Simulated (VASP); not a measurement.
Consider the following.

```
FeNi3
1.0
    3.49054     0.00000     0.00000
    0.00000     3.49054     0.00000
    0.00000     0.00000     3.49054
Fe Ni
1 3
Direct
  0.00000   0.00000   0.00000
  0.00000   0.50000   0.50000
  0.50000   0.00000   0.50000
  0.50000   0.50000   0.00000
```
Starting moments (μB, in the order of the record's atoms Fe Ni Ni Ni): 2.9 0.7 0.7 0.7.

The numbers are results of revTPSS meta-GGA, VASP's PBE PAW potentials (set 64) (plane waves; VASP 6.6.1), not measurements. Run with 520 eV cut-off, 10×10×10 Γ-centred mesh, tetrahedra with Blöchl corrections, potentials Fe Ni.

The cores are frozen, which limits the accuracy of field gradients.

Question: Give the principal components of the electric field gradient (V/Å²) and the asymmetry η at each nucleus.

Answer: 
```
atom   Vxx   Vyy  Vzz     η
----  ----  ----  ---  ----
Fe1    0.0   0.0  0.0     -
Ni2   -2.8  -2.8  5.6  0.00
Ni3   -2.8  -2.8  5.6  0.00
Ni4   -2.8  -2.8  5.6  0.00
```

The compound is Ni3Fe in the L1_2 structure. It was relaxed first.
